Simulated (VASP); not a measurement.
The system is TePb (nc).

```
Te Pb
1.0
     0.00000    3.23100    3.23100
     3.23100    0.00000    3.23100
     3.23100    3.23100    0.00000
Te Pb
1 1
Direct
  0.50000 0.50000 0.50000
  0.00000 0.00000 0.00000
```

| Item | Value |
| --- | --- |
| Program | VASP 6.6.1 |
| Task | relaxation of cell and atoms |
| Functional | PBE |
| Potentials or basis | VASP PAW PBE potentials, release 64 (Te, Pb_d) |
| Cutoff | 600 eV |
| k mesh | 8 × 8 × 8 |
| Occupations | gaussian, width 0.02 eV |
| Spin | no spin polarisation |

At the start: pressure 2.1 GPa; volume 33.73 Å³/atom.

Q: How do energy, volume and symmetry change on relaxing?

A: Over 3 steps the energy falls by 10.7 meV/atom and the volume is 35.42 Å³/atom (+5.0 %); space group Fm-3m (No. 225, to 0.05 Å).

Step by step:
| step | energy change (eV) | largest force (eV/Å) | pressure (GPa) | volume (Å³) |
| --- | --- | --- | --- | --- |
| 1 | 0.0000 | 0.0000 | 2.10 | 67.46 |
| 2 | -0.0196 | 0.0000 | -0.55 | 71.87 |
| 3 | -0.0214 | 0.0000 | 0.00 | 70.84 |

Final structure:
```yaml
crystal:
  lattice:
    - [0.00000, 3.28409, 3.28409]
    - [3.28409, 0.00000, 3.28409]
    - [3.28409, 3.28409, 0.00000]
  atoms:
    - { symbol: Te, position: [0.50000, 0.50000, 0.50000] }
    - { symbol: Pb, position: [0.00000, 0.00000, 0.00000] }
```
